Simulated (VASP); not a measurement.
Input:

```xyz
6
Lattice="4.0041 0.0000 0.0000 0.0000 4.0041 0.0000 0.0000 0.0000 7.5147" Properties=species:S:1:pos:R:3 pbc="T T T"
Ce     0.0000     2.0020     5.5532
Ce     2.0020     0.0000     1.9615
S      0.0000     2.0020     2.7267
S      2.0020     0.0000     4.7880
S      0.0000     0.0000     0.0000
S      2.0020     2.0020     0.0000
```

These are PBEsol GGA, VASP's PBE PAW potentials (set 64) (plane waves; VASP) values and carry that method's errors. Settings: 400 eV cut-off, 9×9×5 Γ-centred mesh, tetrahedra with Blöchl corrections, potentials Ce S.

### Question
Predict the energy per atom (σ→0), band gap (on the k-mesh) with the smallest direct gap where there is one.

### Answer

```json
{
  "band gap (on the k-mesh)": "none (metal, semimetal or under 0.01 eV)",
  "energy per atom (σ→0)": "-6.888 eV/atom"
}
```

The absolute energy has meaning only against runs of the same code, potentials and settings.

The structure comes from a computed database's CeS2 entry (P4/nmm); how it stands against other phases isn't given here. It was relaxed first, which changed the volume by -6 %. The run is not spin-polarised, so no magnetic state was tried.
